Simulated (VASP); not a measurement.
# Nb under a change of volume

Wanted: the elastic response of Nb to a change of volume, with a fit that predicts a row left out.

Method: r2SCAN; plane waves and PAW (Nb_sv), in the first sound run; inputs show where later runs differ, in VASP 6.6.1.

### Step 1. The structure

The structure is cubic, space group Im-3m (No. 229). Conventional cell: a = 3.300 Å, b = 3.300 Å, c = 3.300 Å, α = 90.00°, β = 90.00°, γ = 90.00°. Nearest to Nb lie 8 Nb at 2.86 Å.

### Step 2. Relax the crystal, r2SCAN

The series starts from the cell that this level prefers, so that zero strain is near zero stress.

Level: r2SCAN; plane waves and PAW (Nb_sv).

INCAR reads:

```
SYSTEM = Nb
PREC = Accurate
ENCUT = 450
EDIFF = 1E-07
NELM = 120
ISMEAR = 1
SIGMA = 0.15
LREAL = .FALSE.
ALGO = Normal
METAGGA = R2SCAN
LASPH = .TRUE.
NBANDS = 12
LORBIT = 11
LWAVE = .FALSE.
LCHARG = .FALSE.
KPAR = 8
IBRION = 2
NSW = 40
ISIF = 3
EDIFFG = -0.005
POTIM = 0.4
```

POSCAR reads:

```
Nb
1.0
   -1.6500000000      1.6500000000      1.6500000000
    1.6500000000     -1.6500000000      1.6500000000
    1.6500000000      1.6500000000     -1.6500000000
Nb
1
Direct
    0.0000000000      0.0000000000      0.0000000000
```

KPOINTS reads:

```
Automatic mesh
0
Gamma
25 25 25
0 0 0
```

The projector-augmented-wave data sets are Nb_sv (PBE family, release 64).

Launch:

```sh
mpirun -np 8 vasp_std
```

Log:

```text
[banner, memory and clock lines left out]
running    8 mpi-ranks, on    1 nodes
[...]
|                                                                             |
|           W    W    AA    RRRRR   N    N  II  N    N   GGGG   !!!           |
|           W    W   A  A   R    R  NN   N  II  NN   N  G    G  !!!           |
|           W    W  A    A  R    R  N N  N  II  N N  N  G       !!!           |
|           W WW W  AAAAAA  RRRRR   N  N N  II  N  N N  G  GGG   !            |
|           WW  WW  A    A  R   R   N   NN  II  N   NN  G    G                |
|           W    W  A    A  R    R  N    N  II  N    N   GGGG   !!!           |
|                                                                             |
|     For optimal performance we recommend to set                             |
|       NCORE = 2 up to number-of-cores-per-socket                            |
|     NCORE specifies how many cores store one orbital (NPAR=cpu/NCORE).      |
|     This setting can greatly improve the performance of VASP for DFT.       |
[...]
DAV:   9    -0.248429600455E+02    0.43433E-08   -0.86216E-09  5880   0.121E-03
   2 F= -.24842960E+02 E0= -.24843161E+02  d E =0.358025E-05
 trial-energy change:    0.000004  1 .order    0.000003   -0.000017    0.000023
 step:   0.4014(harm=  0.4306)  dis= 0.00000  next Energy=   -24.842967 (dE=-0.340E-05)
[...]
N       E                     dE             d eps       ncg     rms          rms(c)
DAV:   1    -0.248430504141E+02   -0.90364E-04   -0.26854E-03 13284   0.749E-01    0.744E-02
DAV:   2    -0.248429726081E+02    0.77806E-04   -0.19410E-04 14852   0.187E-01    0.250E-02
DAV:   3    -0.248429609621E+02    0.11646E-04   -0.80287E-05 19880   0.928E-02    0.144E-02
DAV:   4    -0.248429636735E+02   -0.27114E-05   -0.15278E-06 14208   0.140E-02    0.676E-03
DAV:   5    -0.248429668452E+02   -0.31717E-05   -0.37781E-06 16492   0.120E-02    0.242E-03
DAV:   6    -0.248429669867E+02   -0.14144E-06   -0.25734E-07 11456   0.579E-03    0.128E-03
DAV:   7    -0.248429671028E+02   -0.11614E-06   -0.33060E-08  6076   0.271E-03    0.237E-04
DAV:   8    -0.248429670484E+02    0.54391E-07   -0.62500E-09  5760   0.106E-03
   3 F= -.24842967E+02 E0= -.24843165E+02  d E =-.342272E-05
[...]
reached required accuracy - stopping structural energy minimisation
```

Elapsed: 51 s, on 8 MPI ranks of Intel Xeon 6975P-C (Granite Rapids), shared host; peak memory 1.5 GiB.

The logs omit lines about the potential files and the build; timing stands in the text.

Parts of OUTCAR (step 2):

```text
  Total        0.0009179      0.0009179      0.0009179      0.0000000      0.0000000     -0.0000000
  in kB        0.0818001      0.0818001      0.0818001      0.0000000      0.0000000     -0.0000000
  external PRESSURE =       0.0818001 kB  Pullay stress =       0.0000000 kB

 POSITION                                       TOTAL-FORCE (eV/Angst)
 -----------------------------------------------------------------------------------
      0.00000      0.00000     -0.00000        -0.000000     -0.000000      0.000000
 -----------------------------------------------------------------------------------
    total drift:                                0.000000     -0.000000     -0.000000

  FREE ENERGIE OF THE ION-ELECTRON SYSTEM (eV)
  ---------------------------------------------------
  free  energy   TOTEN  =       -24.8429670484 eV

  energy  without entropy=      -24.8435615127  energy(sigma->0) =      -24.84316520

 reached required accuracy - stopping structural energy minimisation

[... 3 further parts left out ...]
[key lines of the parts left out:]
E-fermi :  11.1534
```

Read from the output:

| Property | Result |
| --- | --- |
| energy(sigma→0) of the program | -24.8432 eV |
| stress, compression positive | xx, yy, zz 0.01, 0.01, 0.01 GPa |
| volume | 17.979 Å³ |
| ionic steps | 3 |

### Step 3. Relax at fixed volume, r2SCAN

One member in full: the volume is scaled by 1.01, and the cell is held.

Level: r2SCAN; plane waves and PAW (Nb_sv).

INCAR: that of step 2 with these lines changed.

```diff
@@ -15,7 +15,8 @@
 LCHARG = .FALSE.
-KPAR = 8
+KPAR = 2
 IBRION = 2
 NSW = 40
-ISIF = 3
-EDIFFG = -0.005
+ISIF = 2
+EDIFFG = -0.004
 POTIM = 0.4
+MAXMIX = 40
```

POSCAR reads:

```
Nb
1.0
   -1.6557943121      1.6557943121      1.6557943121
    1.6557943121     -1.6557943121      1.6557943121
    1.6557943121      1.6557943121     -1.6557943121
Nb
1
Direct
    0.0000000000      0.0000000000      0.0000000000
```

KPOINTS is that of step 2.

Launch:

```sh
mpirun -np 2 vasp_std
```

Log:

```text
[banner, memory and clock lines left out]
running    2 mpi-ranks, on    1 nodes
[...]
[... a notice as in an earlier step ...]

 LDA part: xc-table for (None), standard interpolation
 POSCAR, INCAR and KPOINTS ok, starting setup
[...]
entering main loop
       N       E                     dE             d eps       ncg     rms          rms(c)
DAV:   1     0.881174765867E+02    0.88117E+02   -0.69043E+03 11024   0.995E+02
DAV:   2    -0.270690583014E+02   -0.11519E+03   -0.11113E+03 12280   0.371E+02
DAV:   3    -0.313506284662E+02   -0.42816E+01   -0.40981E+01 16304   0.611E+01
DAV:   4    -0.315822390550E+02   -0.23161E+00   -0.22969E+00 15056   0.128E+01
[...]
DAV:  11    -0.248423492610E+02    0.16969E-04   -0.57375E-05 16616   0.835E-02    0.142E-02
DAV:  12    -0.248423482949E+02    0.96609E-06   -0.39347E-06 15348   0.201E-02    0.774E-03
DAV:  13    -0.248423483535E+02   -0.58594E-07   -0.29306E-07 14020   0.753E-03
   1 F= -.24842348E+02 E0= -.24842577E+02  d E =-.248423E+02
[...]
reached required accuracy - stopping structural energy minimisation
```

It took 70 s on 2 MPI ranks; peak memory 0.35 GiB; 2 min of CPU time.

OUTCAR, selected parts (step 3):

```text
  Total       -0.1946257     -0.1946257     -0.1946257      0.0000000      0.0000000      0.0000000
  in kB      -17.1724204    -17.1724204    -17.1724204      0.0000000      0.0000000      0.0000000
  external PRESSURE =     -17.1724204 kB  Pullay stress =       0.0000000 kB

 POSITION                                       TOTAL-FORCE (eV/Angst)
 -----------------------------------------------------------------------------------
      0.00000      0.00000      0.00000         0.000000     -0.000000      0.000000
 -----------------------------------------------------------------------------------
    total drift:                                0.000000     -0.000000     -0.000000

  FREE ENERGIE OF THE ION-ELECTRON SYSTEM (eV)
  ---------------------------------------------------
  free  energy   TOTEN  =       -24.8423483535 eV

  energy  without entropy=      -24.8430333066  energy(sigma->0) =      -24.84257667

[... 2 parts as in an earlier step ...]

[... 2 further parts left out ...]
[key lines of the parts left out:]
E-fermi :  11.0144
```

Numbers from this step:

```
energy(sigma→0) of the program : -24.8426 eV
stress, compression positive   : xx, yy, zz -1.72, -1.72, -1.72 GPa
ionic steps                    : 1
```

### Step 4. The whole series

The other members went through these steps as far as the tables show, with the same cutoff and, step by step, the same mesh; 8 runs are not shown. The session took 0.47 core hours (wall time by ranks) on a shared machine.

| volume over the relaxed volume | volume (Å³/atom) | pressure (GPa) | energy above the unstrained row, extrapolated to no smearing (meV/atom) |
| --- | --- | --- | --- |
| 0.940 | 16.900 | 12.249 | 41.586 |
| 0.960 | 17.259 | 7.784 | 18.495 |
| 0.980 | 17.619 | 3.729 | 4.888 |
| 0.990 | 17.799 | 1.828 | 1.397 |
| 1 | 17.979 | 0.024 | 0.000 |
| 1.010 | 18.159 | -1.717 | 0.610 |
| 1.020 | 18.338 | ? | ? |
| 1.040 | 18.698 | -6.493 | 13.558 |
| 1.060 | 19.057 | -9.317 | 30.663 |

### Step 5. A fit to the known rows

Fitting a cubic to the 8 known rows (u: logarithm of the volume ratio) gives pressure = − 276.5 u³ + 310.5 u² − 177.4 u + 0.01504 in GPa; the residuals are 0.0066 GPa r.m.s.

For the withheld row, u = 0.01980, the fit gives -3.378 GPa.

### Step 6. Prediction against calculation

The calculation gives -3.385 GPa, so the prediction is 0.007 GPa too high, within twice the residual of the fit.

A cubic of the pressure in ln(V/V₀) through all rows has the slope −B at V₀: B = 177 GPa, and its curvature gives B′ = 3.5.

### Step 7. What came out

| Item | Value |
| --- | --- |
| error of the predicted pressure | 0.007 GPa |
| bulk modulus | 177 GPa |

**Reading.** The slope of the energy gives 0.34 GPa at the relaxed volume where the pressure column has 0.02 GPa, a mark of the finite basis or of the smearing. These are static values: temperature and zero-point motion are left out. In a metal the slopes also depend on mesh and smearing, which were held through the series.

[Lines on the potential files, build, host, timing and source positions are cut from VASP's logs without a mark.]

[Logs are printed without paths, hosts, clocks, repeated set-up lines and the standing remarks that a program may print on its own settings, such as how far it seeks lower states.]

[Hosts, paths, dates, database ids (printed as entryN), source tags and the programs' standing remarks are cut or masked in the printed files.]

[In band tables of VASP the shares of atoms and orbitals are scaled to a sum of 1 inside the atoms' spheres.]
